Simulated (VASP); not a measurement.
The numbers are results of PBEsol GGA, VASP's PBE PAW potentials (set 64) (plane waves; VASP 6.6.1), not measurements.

A VASP calculation is set up with these files.

File KPOINTS:
```
Automatic mesh
0
G
7 7 7
```

File POSCAR:
```
ScF3
1
    2.7997030000     1.6164090000     2.2845240000
   -2.7997030000     1.6164090000     2.2845240000
    0.0000000000    -3.2328190000     2.2845240000
Sc F
1 3
Direct
  0.0000000000   0.0000000000   0.0000000000
  0.5000000000   0.0019300000   0.9980700000
  0.9980700000   0.5000000000   0.0019300000
  0.0019300000   0.9980700000   0.5000000000
```

**INCAR**
```
SYSTEM = ScF3
PREC = Accurate
ENCUT = 400
EDIFF = 1E-6
NELM = 100
ALGO = Normal
LREAL = .FALSE.
LASPH = .TRUE.
ISMEAR = -1
SIGMA = 0.05
GGA = PS
LMAXMIX = 4
LWAVE = .FALSE.
LCHARG = .FALSE.
ISIF = 2
```

POTCAR, in this order: Sc_sv F (PBE.64 set). Program: vasp_std.

The resulting files:

File OUTCAR:
```
 ion  position               nearest neighbor table
   1  0.000  0.000  0.000-   2 1.98   3 1.98   3 1.98   2 1.98   4 1.98   4 1.98
   2  0.500  0.002  0.998-   1 1.98   1 1.98
   3  0.998  0.500  0.002-   1 1.98   1 1.98
   4  0.002  0.998  0.500-   1 1.98   1 1.98
  LATTYP: Found a trigonal (rhomboedric) cell.
 ALAT       =     3.9585563774
 COS(alpha) =    -0.0004153000
 Subroutine PRICEL returns:
 Original cell was already a primitive cell.
 Subroutine GETGRP returns: Found  6 space group operations
The static configuration has the point symmetry D_3 .
The dynamic configuration has the point symmetry D_3 .
 Subroutine INISYM returns: Found  6 space group operations
 Subroutine IBZKPT returns following result:
 Found     44 irreducible k-points:

 Following reciprocal coordinates:
            Coordinates               Weight
  0.000000  0.000000  0.000000      1.000000
  0.142857 -0.000000 -0.000000      6.000000
  0.285714  0.000000 -0.000000      6.000000
  0.428571 -0.000000  0.000000      6.000000
  0.142857  0.142857 -0.000000      6.000000
  0.285714  0.142857 -0.000000     12.000000
...
```

File OSZICAR:
```
       N       E                     dE             d eps       ncg     rms          rms(c)
DAV:   1     0.417400413444E+03    0.41740E+03   -0.13793E+04  1760   0.135E+03
DAV:   2     0.136825627275E+02   -0.40372E+03   -0.39412E+03  2360   0.481E+02
DAV:   3    -0.308870874143E+02   -0.44570E+02   -0.43349E+02  2496   0.174E+02
DAV:   4    -0.322329631089E+02   -0.13459E+01   -0.13423E+01  2440   0.298E+01
DAV:   5    -0.322655114612E+02   -0.32548E-01   -0.32513E-01  2188   0.431E+00    0.181E+01
DAV:   6    -0.283436055396E+02    0.39219E+01   -0.14726E+01  2684   0.530E+01    0.855E+00
DAV:   7    -0.283180936705E+02    0.25512E-01   -0.12083E+00  2444   0.972E+00    0.466E+00
DAV:   8    -0.283109632194E+02    0.71305E-02   -0.38619E-01  2136   0.537E+00    0.893E-01
DAV:   9    -0.282989621584E+02    0.12001E-01   -0.14521E-01  2684   0.368E+00    0.414E-01
DAV:  10    -0.283006338147E+02   -0.16717E-02   -0.45468E-02  2664   0.298E+00    0.352E-01
DAV:  11    -0.282986849080E+02    0.19489E-02   -0.11809E-02  2712   0.155E+00    0.109E-01
DAV:  12    -0.282988187797E+02   -0.13387E-03   -0.64310E-04  2560   0.308E-01    0.199E-02
DAV:  13    -0.282988203968E+02   -0.16171E-05   -0.70548E-05  2780   0.826E-02    0.106E-02
DAV:  14    -0.282988205242E+02   -0.12744E-06   -0.32218E-06  2132   0.252E-02
   1 F= -.28298821E+02 E0= -.28298821E+02  d E =-.227370E-10
```

### OUTCAR
```
------------------------ aborting loop because EDIFF is reached ----------------------------------------
  FORCE on cell =-STRESS in cart. coord.  units (eV):
  Direction    XX          YY          ZZ          XY          YZ          ZX
  --------------------------------------------------------------------------------------
  Total       -1.1893486     -1.1893487     -1.1906991      0.0000000      0.0000002     -0.0000000
  in kB      -30.7191692    -30.7191712    -30.7540505      0.0000000      0.0000045     -0.0000000
  external PRESSURE =     -30.7307969 kB  Pullay stress =       0.0000000 kB
  volume of cell :       62.03
      direct lattice vectors                 reciprocal lattice vectors
     2.799703000  1.616409000  2.284524000     0.178590372  0.103109196  0.145909331
    -2.799703000  1.616409000  2.284524000    -0.178590372  0.103109196  0.145909331
     0.000000000 -3.232819000  2.284524000     0.000000000 -0.206218392  0.145909286
 POSITION                                       TOTAL-FORCE (eV/Angst)
 -----------------------------------------------------------------------------------
      0.00000      0.00000      0.00000        -0.000000      0.000000     -0.000000
      1.39445     -2.41526      3.42679         0.004948     -0.008571     -0.000000
      1.39445      2.41525      3.42679         0.004948      0.008571     -0.000000
     -2.78890     -0.00000      3.42679        -0.009897      0.000000      0.000000
 -----------------------------------------------------------------------------------
    total drift:                               -0.000000     -0.000000      0.000000
  FREE ENERGIE OF THE ION-ELECTRON SYSTEM (eV)
  ---------------------------------------------------
  free  energy   TOTEN  =       -28.2988205242 eV

  energy  without entropy=      -28.2988205242  energy(sigma->0) =      -28.29882052
```
(Selected blocks of OUTCAR.)

At this cut-off the stress carries a Pulay error, which pulls relaxed volumes low.

The structure comes from a computed database's ScF3 entry (R32); how it stands against other phases isn't given here. The cell was not relaxed at this level, and its volume differs by -5.9 % from the start's.
